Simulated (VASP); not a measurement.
# WSe2: how numerical settings change the zone-centre modes, part 3 of 3

How far do the zone-centre frequencies of WSe2 depend on the numerical settings? The starting structure is a measured crystal structure from the Crystallography Open Database.

VASP 6.6.1.

Results so far: reference B1g (2) 311.2 cm⁻¹; a 4×4×1 mesh B1g (2) 309.6 cm⁻¹.

The database entry behind the starting cell differs from later determinations by our own check (a about 0.2 % long), so it need not match the best structure at ambient conditions.

## 4. Modes with a cutoff of 220 eV

Level of this step: LDA; plane waves and PAW (W, Se) (VASP).

Against step 2 the input has ENCUT = 220.

Contents of INCAR:

```
SYSTEM = WSe2
PREC = Accurate
ENCUT = 220
EDIFF = 1E-08
NELM = 100
ISMEAR = 0
SIGMA = 0.03
LREAL = .FALSE.
ALGO = Normal
GGA = CA
NBANDS = 24
LORBIT = 11
LWAVE = .FALSE.
LCHARG = .FALSE.
KPAR = 4
IBRION = 8
LEPSILON = .TRUE.
ISIF = 2
```

Contents of POSCAR:

```
WSe2
1.0
    3.2494509838      0.0000000000      0.0000000000
   -1.6247254919      2.8141071004      0.0000000000
    0.0000000000      0.0000000000     12.8193368055
W Se
2 4
Direct
    0.6666666667      0.3333333333      0.7500000000
    0.3333333333      0.6666666667      0.2500000000
    0.6666666667      0.3333333333      0.3801139589
    0.3333333333      0.6666666667      0.8801139589
    0.6666666667      0.3333333333      0.1198860411
    0.3333333333      0.6666666667      0.6198860411
```

Contents of KPOINTS:

```
Automatic mesh
0
Gamma
8 8 2
0 0 0
```

PAW data sets: W and Se (LDA family, release 64).

The run is started by

```
$ mpirun -np 4 vasp_std
```

The log of the run:

```text
[... set-up lines as in an earlier step ...]
 entering main loop
       N       E                     dE             d eps       ncg     rms          rms(c)
DAV:   1     0.930209424608E+02    0.93021E+02   -0.95716E+03   960   0.652E+02
DAV:   2    -0.439815507355E+02   -0.13700E+03   -0.13171E+03  1328   0.163E+02
DAV:   3    -0.505284082301E+02   -0.65469E+01   -0.65086E+01  1248   0.396E+01
DAV:   4    -0.506290076341E+02   -0.10060E+00   -0.10034E+00  1264   0.487E+00
[...]
DAV:  15    -0.486141973603E+02    0.31017E-07   -0.77564E-07  1344   0.370E-03    0.288E-03
DAV:  16    -0.486141973451E+02    0.15223E-07   -0.78379E-08  1240   0.130E-03    0.147E-03
DAV:  17    -0.486141973429E+02    0.21791E-08   -0.29815E-09   776   0.305E-04
   1 F= -.48614197E+02 E0= -.48614197E+02  d E =-.490282E-16
 Linear response reoptimize wavefunctions to high precision
DAV:   1    -0.486141973387E+02    0.41996E-08   -0.15113E-08  1136   0.518E-04
DAV:   2    -0.486141973388E+02   -0.55252E-10   -0.53658E-10   720   0.144E-04
 Linear response G [H, r] |phi>, progress :
  Direction:   1
[...]
RMM:  14    -0.693043903666E-01   -0.10750E-08   -0.30772E-07  4383   0.128E-04    0.830E-08
 first order change of Fermi-energy  -0.18309E-01
 force on displaced ion       3 direction 1 :  -9.350  -0.000   0.001
 Born effective charge ion    3 direction 1 :   0.706   0.001   0.000
 Linear response progress:
  Degree of freedom:   4/  4
       N       E                     dE             d eps       ncg     rms          rms(c)
RMM:   1    -0.125344243217E+00   -0.12534E+00    0.71238E-02  2233   0.132E+00
RMM:   2    -0.121696230665E+00    0.36480E-02   -0.43759E-03  1629   0.278E-01    0.270E-01
RMM:   3    -0.121545291115E+00    0.15094E-03   -0.54640E-04  1648   0.877E-02    0.205E-01
RMM:   4    -0.121536140514E+00    0.91506E-05   -0.22646E-04  1658   0.547E-02    0.441E-02
[...]
RMM:  16    -0.121546716237E+00    0.74648E-07   -0.47491E-07  1295   0.218E-04    0.156E-07
RMM:  17    -0.121546739732E+00   -0.23496E-07   -0.43778E-07  1217   0.218E-04    0.131E-07
RMM:  18    -0.121546789631E+00   -0.49899E-07   -0.38543E-07  1170   0.218E-04    0.660E-08
 first order change of Fermi-energy   0.25439E+00
 force on displaced ion       3 direction 3 :   0.000  -0.000 -16.878
 Born effective charge ion    3 direction 3 :   0.000  -0.000   0.452
 Born effective charges drift removed
 Linear response finished
```

Wall time 1.8 min (4 MPI ranks of AMD EPYC 7R43, shared host); peak memory 0.93 GiB.

OUTCAR, selected parts (step 4):

```text
  Total       -0.7422612     -0.7422612     -0.7481702      0.0000000     -0.0000000      0.0000000
  in kB      -10.1449799    -10.1449799    -10.2257415      0.0000000     -0.0000000      0.0000000
  external PRESSURE =     -10.1719004 kB  Pullay stress =       0.0000000 kB

 POSITION                                       TOTAL-FORCE (eV/Angst)
 -----------------------------------------------------------------------------------
      1.62473      0.93804      9.61450        -0.000000     -0.000000      0.000000
     -0.00000      1.87607      3.20483        -0.000000     -0.000000      0.000000
      1.62473      0.93804      4.87281        -0.000000     -0.000000      0.007044
     -0.00000      1.87607     11.28248         0.000000     -0.000000      0.007044
      1.62473      0.93804      1.53686         0.000000      0.000000     -0.007044
     -0.00000      1.87607      7.94653         0.000000     -0.000000     -0.007044
 -----------------------------------------------------------------------------------
    total drift:                               -0.000000      0.000000     -0.000000

 MACROSCOPIC STATIC DIELECTRIC TENSOR (including local field effects in DFT)
 ------------------------------------------------------
          15.292080     0.000000     0.000000
           0.000000    15.292080     0.000000
           0.000000     0.000000     8.210181
 ------------------------------------------------------

 MACROSCOPIC STATIC DIELECTRIC TENSOR IONIC CONTRIBUTION
 ------------------------------------------------------
           0.316454    -0.000000     0.000000
          -0.000000     0.316454    -0.000000
           0.000000    -0.000000     0.085801
 ------------------------------------------------------

[... 1 part as in an earlier step ...]

[... 1 further part left out ...]
```

With a cutoff of 220 eV the compared modes are at the top B1g (2) 310.4, A2u 307.6 cm⁻¹, at the bottom B1g (1) 38.5, E2g 25.5 cm⁻¹, with 4 more of the listed ones between; the largest shift among the levels compared is -0.8 cm⁻¹, in B1g (2), from the reference.

## 5. Modes with a 10×10×2 mesh

Against step 2 the input has a 10×10×2 mesh.

Changes to INCAR since step 4:

```diff
@@ -2,3 +2,3 @@
 PREC = Accurate
-ENCUT = 220
+ENCUT = 450
 EDIFF = 1E-08
```

POSCAR is that of step 4.

Contents of KPOINTS:

```
Automatic mesh
0
Gamma
10 10 2
0 0 0
```

The run is started by

```
$ mpirun -np 4 vasp_std
```

The log of the run:

```text
[... set-up lines as in an earlier step ...]
 entering main loop
       N       E                     dE             d eps       ncg     rms          rms(c)
DAV:   1     0.166256987217E+03    0.16626E+03   -0.14722E+04  1344   0.118E+03
DAV:   2    -0.372186670500E+02   -0.20348E+03   -0.19624E+03  1832   0.239E+02
DAV:   3    -0.504150686453E+02   -0.13196E+02   -0.13087E+02  1768   0.623E+01
DAV:   4    -0.506531421887E+02   -0.23807E+00   -0.23751E+00  1720   0.870E+00
[...]
DAV:  14    -0.486599835075E+02    0.23188E-06   -0.33336E-06  1880   0.860E-03    0.528E-03
DAV:  15    -0.486599833409E+02    0.16658E-06   -0.68181E-07  1968   0.459E-03    0.938E-04
DAV:  16    -0.486599833436E+02   -0.26778E-08   -0.40762E-08  1712   0.105E-03
   1 F= -.48659983E+02 E0= -.48659983E+02  d E =-.945055E-16
 Linear response reoptimize wavefunctions to high precision
DAV:   1    -0.486599833434E+02    0.25443E-09   -0.24668E-09  1248   0.312E-04
DAV:   2    -0.486599833434E+02   -0.55479E-10   -0.24687E-10  1088   0.887E-05
 Linear response G [H, r] |phi>, progress :
  Direction:   1
[...]
RMM:  15    -0.704538941806E-01    0.70211E-07    0.62824E-08  6400   0.726E-05    0.519E-08
 first order change of Fermi-energy  -0.10895E-01
 force on displaced ion       3 direction 1 :  -9.381  -0.000   0.000
 Born effective charge ion    3 direction 1 :   0.706   0.000   0.000
 Linear response progress:
  Degree of freedom:   4/  4
       N       E                     dE             d eps       ncg     rms          rms(c)
RMM:   1    -0.126899867824E+00   -0.12690E+00    0.67134E-02  3123   0.137E+00
RMM:   2    -0.122914718483E+00    0.39851E-02   -0.41763E-03  2258   0.312E-01    0.267E-01
RMM:   3    -0.122834443197E+00    0.80275E-04   -0.48487E-04  2307   0.949E-02    0.206E-01
RMM:   4    -0.122827146553E+00    0.72966E-05   -0.28054E-04  2333   0.547E-02    0.462E-02
[...]
RMM:  17    -0.122861921878E+00   -0.45453E-07   -0.18919E-07  1788   0.884E-05    0.734E-07
RMM:  18    -0.122861905433E+00    0.16445E-07   -0.15854E-07  1756   0.883E-05    0.593E-07
RMM:  19    -0.122861980819E+00   -0.75387E-07   -0.22156E-07  1743   0.883E-05    0.635E-07
 first order change of Fermi-energy   0.16812E+00
 force on displaced ion       3 direction 3 :   0.000  -0.000 -16.946
 Born effective charge ion    3 direction 3 :  -0.000   0.000   0.444
 Born effective charges drift removed
 Linear response finished
```

Wall time 9.8 min (4 MPI ranks); peak memory 2.5 GiB; 39 min of CPU time.

OUTCAR, selected parts (step 5):

```text
  Total        0.0027886      0.0027886      0.0061760      0.0000000      0.0000000     -0.0000000
  in kB        0.0381142      0.0381142      0.0844109      0.0000000      0.0000000     -0.0000000
  external PRESSURE =       0.0535464 kB  Pullay stress =       0.0000000 kB

 POSITION                                       TOTAL-FORCE (eV/Angst)
 -----------------------------------------------------------------------------------
      1.62473      0.93804      9.61450         0.000000     -0.000000      0.000000
     -0.00000      1.87607      3.20483         0.000000     -0.000000      0.000000
      1.62473      0.93804      4.87281        -0.000000      0.000000      0.000460
     -0.00000      1.87607     11.28248         0.000000     -0.000000      0.000460
      1.62473      0.93804      1.53686        -0.000000      0.000000     -0.000460
     -0.00000      1.87607      7.94653         0.000000     -0.000000     -0.000460
 -----------------------------------------------------------------------------------
    total drift:                               -0.000000      0.000000     -0.000000

 MACROSCOPIC STATIC DIELECTRIC TENSOR (including local field effects in DFT)
 ------------------------------------------------------
          15.203727     0.000000    -0.000000
           0.000000    15.203727    -0.000000
           0.000000     0.000000     8.206744
 ------------------------------------------------------

 MACROSCOPIC STATIC DIELECTRIC TENSOR IONIC CONTRIBUTION
 ------------------------------------------------------
           0.316854    -0.000000     0.000000
          -0.000000     0.316854    -0.000000
           0.000000    -0.000000     0.084916
 ------------------------------------------------------

[... 1 part as in an earlier step ...]

[... 1 further part left out ...]
```

With a 10×10×2 mesh the compared modes are at the top B1g (2) 311.2, A2u 308.3 cm⁻¹, at the bottom B1g (1) 38.0, E2g 24.7 cm⁻¹, with 4 more of the listed ones between; the largest shift among the levels compared is -0.1 cm⁻¹, in A2u, from the reference.

## 6. Modes with finite displacements

Against step 2 the input has IBRION = 6, NFREE = 2, POTIM = 0.015 and no LEPSILON (also changed: NSW).

Changes to INCAR since step 5:

```diff
@@ -15,4 +15,6 @@
 KPAR = 4
-IBRION = 8
-LEPSILON = .TRUE.
+IBRION = 6
+NFREE = 2
+POTIM = 0.015
+NSW = 1
 ISIF = 2
```

POSCAR is that of step 5.

Contents of KPOINTS:

```
Automatic mesh
0
Gamma
8 8 2
0 0 0
```

The run is started by

```
$ mpirun -np 4 vasp_std
```

The log of the run:

```text
[... set-up lines as in an earlier step ...]
 entering main loop
       N       E                     dE             d eps       ncg     rms          rms(c)
[... 16 cycles as in an earlier step ...]
   1 F= -.48659291E+02 E0= -.48659291E+02  d E =-.109944E-19
[... from here on, the cycles between the ionic steps are left out ...]
   2 F= -.48657103E+02 E0= -.48657103E+02  d E =-.109955E-19
   3 F= -.48657103E+02 E0= -.48657103E+02  d E =-.129095E-19
   4 F= -.48655917E+02 E0= -.48655917E+02  d E =-.106795E-18
   5 F= -.48655917E+02 E0= -.48655917E+02  d E =-.106687E-18
   6 F= -.48658237E+02 E0= -.48658237E+02  d E =-.271469E-19
   7 F= -.48658237E+02 E0= -.48658237E+02  d E =-.266720E-19
   8 F= -.48657424E+02 E0= -.48657424E+02  d E =-.731689E-18
   9 F= -.48657352E+02 E0= -.48657352E+02  d E =-.527205E-20
 Finite differences progress:
  Degree of freedom:   4/  4
  Displacement:        2/  2
  Total:               8/  8
```

The job ended after 3.1 min (4 MPI ranks; peak memory 1.3 GiB).

OUTCAR, selected parts (step 6):

```text
  Total        0.1846822      0.1846822      0.4532223      0.0000000     -0.0000000      0.0000000
  in kB        2.5241749      2.5241749      6.1944916      0.0000000     -0.0000000      0.0000000
  external PRESSURE =       3.7476138 kB  Pullay stress =       0.0000000 kB

 POSITION                                       TOTAL-FORCE (eV/Angst)
 -----------------------------------------------------------------------------------
      1.62473      0.93804      9.61450        -0.000000      0.000000     -0.000022
     -0.00000      1.87607      3.20483        -0.000000      0.000000     -0.226875
      1.62473      0.93804      4.85781        -0.000000      0.000000      0.259029
     -0.00000      1.87607     11.28248         0.000000      0.000000      0.000101
      1.62473      0.93804      1.53686         0.000000     -0.000000     -0.027584
     -0.00000      1.87607      7.94653         0.000000     -0.000000     -0.004648
 -----------------------------------------------------------------------------------
    total drift:                                0.000000      0.000000      0.000159

  FREE ENERGIE OF THE ION-ELECTRON SYSTEM (eV)
  ---------------------------------------------------
  free  energy   TOTEN  =       -48.6573523423 eV

  energy  without entropy=      -48.6573523423  energy(sigma->0) =      -48.65735234

[... 2 parts as in an earlier step ...]

[... 1 further part left out ...]
[key lines of the parts left out:]
E-fermi :   5.8954
```

The last energy, forces and stress in OUTCAR belong to the last displaced cell, not to that of POSCAR.

With finite displacements the compared modes are at the top B1g (2) 310.8, A2u 308.3 cm⁻¹, at the bottom B1g (1) 38.4, E2g 24.7 cm⁻¹, with 4 more of the listed ones between; the largest shift among the levels compared is -0.4 cm⁻¹, in B1g (2), from the reference.

## 7. Comparison

```tsv
run	B1g (2)	A2u	A1g	B2u	E1g	E2u	B1g (1)	E2g	method	core minutes
reference	311.2	308.4	255.0	252.5	177.3	175.3	38.0	24.7	perturbation theory	23.6
a 4×4×1 mesh	309.6	308.0	258.9	254.5	176.0	175.7	39.6	23.7	perturbation theory	6.53
a cutoff of 220 eV	310.4	307.6	254.5	251.9	177.0	175.0	38.5	25.5	perturbation theory	7.33
a 10×10×2 mesh	311.2	308.3	255.0	252.4	177.3	175.3	38.0	24.7	perturbation theory	39.0
finite displacements	310.8	308.3	255.0	252.2	176.9	175.3	38.4	24.7	finite displacements	12.3
```

Modes are in cm⁻¹, degenerate ones as one, matched between runs by symmetry and order. A number in brackets counts the listed modes of one symmetry from the lowest. The symmetry labels come from an automatic analysis and can be wrong where levels nearly coincide. Levels within 1 cm⁻¹ of another in the first run are left out, since their labels are uncertain. Core minutes are wall time times ranks of the run shown, on a shared host.

## 8. Outcome

| Item | Value |
| --- | --- |
| B1g (2), reference | 311.2 cm⁻¹ |
| E2g, reference | 24.7 cm⁻¹ |
| B1g (2), a 4×4×1 mesh | 309.6 cm⁻¹ |
| E2g, a 4×4×1 mesh | 23.7 cm⁻¹ |
| B1g (2), a cutoff of 220 eV | 310.4 cm⁻¹ |
| E2g, a cutoff of 220 eV | 25.5 cm⁻¹ |
| B1g (2), a 10×10×2 mesh | 311.2 cm⁻¹ |
| E2g, a 10×10×2 mesh | 24.7 cm⁻¹ |
| B1g (2), finite displacements | 310.8 cm⁻¹ |
| E2g, finite displacements | 24.7 cm⁻¹ |

The largest change comes with a 4×4×1 mesh: +3.9 cm⁻¹ in A1g. On finer settings the modes change by up to -0.1 cm⁻¹ in A2u with a 10×10×2 mesh, not denser along every axis. Other changes move the modes by more: +3.9 cm⁻¹ in A1g with a 4×4×1 mesh, -0.8 cm⁻¹ in B1g (2) with a cutoff of 220 eV and -0.4 cm⁻¹ in B1g (2) with finite displacements. The dielectric constants and Born charges in the logs aren't compared here; at a small gap they can be far off, and in a run without a gap they mean nothing. The frequencies are harmonic, and the splitting of polar modes by their long-range field is left out. Further runs on this material are not shown.

[Lines on the potential files, build, host, timing and source positions are cut from VASP's logs without a mark.]

[Logs are printed without paths, hosts, clocks, repeated set-up lines and the standing remarks that a program may print on its own settings, such as how far it seeks lower states.]

[Hosts, paths, dates, database ids (printed as entryN), source tags and the programs' standing remarks are cut or masked in the printed files.]
